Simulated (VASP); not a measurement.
Input:

```
CELL_PARAMETERS angstrom
      0.00000     2.21725     2.21725
      2.21725     0.00000     2.21725
      2.21725     2.21725     0.00000
ATOMIC_POSITIONS crystal
  Be 0.00000 0.00000 0.00000
  S  0.25000 0.25000 0.25000
```

Level of theory: PBE GGA, VASP's PBE PAW potentials (set 64) (plane waves; VASP). Settings: 500 eV cut-off, 10×10×10 Γ-centred mesh, Gaussian smearing of 0.050 eV, potentials Be S.

Question: Estimate the energy per atom (σ→0), pressure, band gap (on the k-mesh) with the smallest direct gap where there is one.

Answer: 
```json
{
 "band gap (on the k-mesh)": "2.33 eV",
 "smallest direct gap (on the k-mesh)": "5.38 eV",
 "energy per atom (σ→0)": "-4.603 eV/atom",
 "pressure": "44.96 GPa"
}
```

The compound is BeS in the zinc blende structure. It was relaxed first under an external pressure of 45 GPa.
